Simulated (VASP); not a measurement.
VASP ran on this input.

File POSCAR:
```
Pt
1
    2.7606700000     0.0000000000     0.0000000000
   -1.3803350000     2.3908100000     0.0000000000
    0.0000000000     0.0000000000     4.7921300000
Pt
2
Direct
  0.6666670000   0.3333330000   0.7500000000
  0.3333330000   0.6666670000   0.2500000000
```

KPOINTS:
```
Automatic
0
G
 14 14 7
0 0 0
```

**INCAR**
```
SYSTEM = Pt
PREC = Accurate
ENCUT = 400
EDIFF = 1E-6
NELM = 100
ALGO = Normal
LREAL = .FALSE.
LASPH = .TRUE.
ISMEAR = 1
SIGMA = 0.1
LMAXMIX = 6
LWAVE = .FALSE.
LCHARG = .FALSE.
IBRION = 2
ISIF = 3
NSW = 60
EDIFFG = -0.01
```

POTCAR, in this order: Pt (LDA.64 set). Program: vasp_std.

Task: Write an equivalent input for Ansatz.

Result: One equivalent input (not run):
Ansatz 0.2 input:
```yaml
crystal:
  lattice:
    - [2.7606700, 0.0000000, 0.0000000]
    - [-1.3803350, 2.3908100, 0.0000000]
    - [0.0000000, 0.0000000, 4.7921300]
  atoms:
    - { symbol: Pt, position: [0.6666670, 0.3333330, 0.7500000] }
    - { symbol: Pt, position: [0.3333330, 0.6666670, 0.2500000] }
kpoints:
  mp_grid: { grid: [14, 14, 7] }
hamiltonian:
  xc: lda
  pseudopotentials: { kind: paw }
scf:
  occupations: { method: methfessel_paxton, width: 0.1 }
  max_iter: 100
relax:
  max_steps: 60
  f_tol: 0.01
  cell: {}
output: { forces: true, stress: true, eigenvalues: true }
```
Limits of the translation: each code has its own PAW files, so the cut-off isn't converted (ENCUT is set for VASP's; basis.ecutwfc is left out, and Ansatz then takes the one that its files recommend); Ansatz stops its SCF on the density residual and VASP on the energy change (EDIFF); Ansatz's lda is the Perdew-Wang form, while the LDA potentials of VASP carry Perdew-Zunger's.

The structure comes from a computed database's Pt entry (P6_3/mmc); how it stands against other phases isn't given here. This run relaxes it. Symmetry was kept, so distortions that lower it aren't found.
